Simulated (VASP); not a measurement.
Al:

```
CELL_PARAMETERS angstrom
0.00000 2.02481 2.02481
2.02481 0.00000 2.02481
2.02481 2.02481 0.00000
ATOMIC_POSITIONS crystal
Al 0.00000 0.00000 0.00000
```

| Property | Result |
| --- | --- |
| Program | VASP 6.6.1 |
| Task | relaxation of cell and atoms |
| Functional | LDA |
| Potentials or basis | VASP PAW LDA potentials, release 64 (Al) |
| Cutoff | 520 eV |
| k mesh | 18 × 18 × 18 |
| Occupations | gaussian, width 0.1 eV |
| Spin | no spin polarisation |

At the start: pressure -3.6 GPa; volume 16.60 Å³/atom.

Task: How do energy, volume and symmetry change on relaxing?

Result: Over 3 steps the energy falls by 9.2 meV/atom and the volume is 15.82 Å³/atom (-4.7 %); space group Fm-3m (No. 225, to 0.05 Å).

Step by step:
| step | energy change (eV) | largest force (eV/Å) | pressure (GPa) | volume (Å³) |
| --- | --- | --- | --- | --- |
| 1 | 0.0000 | 0.0000 | -3.60 | 16.60 |
| 2 | -0.0090 | 0.0000 | 0.50 | 15.72 |
| 3 | -0.0092 | 0.0000 | 0.00 | 15.82 |

Final structure:
```yaml
crystal:
  lattice:
    - [0.00000, 1.99235, 1.99235]
    - [1.99235, 0.00000, 1.99235]
    - [1.99235, 1.99235, 0.00000]
  atoms:
    - { symbol: Al, position: [0.00000, 0.00000, 0.00000] }
```
